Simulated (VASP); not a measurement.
VASP ran on this input.

File KPOINTS:
```
Automatic mesh
0
Gamma
7 7 7
0 0 0
```

### POSCAR
```
BaS
1.0
  0.0000000000   3.1950000000   3.1950000000
  3.1950000000   0.0000000000   3.1950000000
  3.1950000000   3.1950000000   0.0000000000
Ba S
1 1
Cart
  0.0000000000   0.0000000000   0.0000000000
  3.1950000000   3.1950000000   3.1950000000
```

**INCAR**
```
ALGO  =  Normal
EDIFF  =  1E-6
EDIFFG  =  -0.01
ENCUT  =  400
GGA  =  PE
IBRION  =  2
ISIF  =  3
ISMEAR  =  0
LASPH  =  .TRUE.
LCHARG  =  .FALSE.
LMAXMIX  =  4
LREAL  =  .FALSE.
LWAVE  =  .FALSE.
NELM  =  100
NSW  =  60
PREC  =  Accurate
SIGMA  =  0.05
SYSTEM  =  BaS
```

POTCAR, in this order: Ba_sv S (PBE.64 set). Program: vasp_std.

Question: Translate this PBE calculation to Quantum ESPRESSO's pw.x.

Answer: One equivalent input (not run):
```
&CONTROL
  calculation = 'vc-relax'
  pseudo_dir = './pseudo'
  outdir = './out'
  tprnfor = .true.
  tstress = .true.
  nstep = 60
  forc_conv_thr = 0.00039
/
&SYSTEM
  ibrav = 0
  nat = 2
  ntyp = 2
  ecutwfc = 56.6
  occupations = 'smearing'
  smearing = 'gaussian'
  degauss = 0.003675
  input_dft = 'pbe'
/
&ELECTRONS
  conv_thr = 7.3e-08
  electron_maxstep = 100
/
&IONS
/
&CELL
/
ATOMIC_SPECIES
  Ba 137.327 Ba.upf
  S 32.060 S.upf
CELL_PARAMETERS angstrom
     0.0000000    3.1950000    3.1950000
     3.1950000    0.0000000    3.1950000
     3.1950000    3.1950000    0.0000000
ATOMIC_POSITIONS crystal
  Ba   0.0000000  0.0000000  0.0000000
  S    0.5000000  0.5000000  0.5000000
K_POINTS automatic
  7 7 7 0 0 0
```
Limits of the translation: the potentials are each code's own (VASP's PAW set, PseudoDojo norm-conserving files in pw.x), so ENCUT and ecutwfc are chosen apart and not converted; conv_thr bounds pw.x's estimated SCF error, while EDIFF bounds the energy change between steps; forc_conv_thr acts on force components and is met together with etot_conv_thr.

The compound is BaS in the rock salt structure. This run relaxes it. Symmetry was kept, so distortions that lower it aren't found.
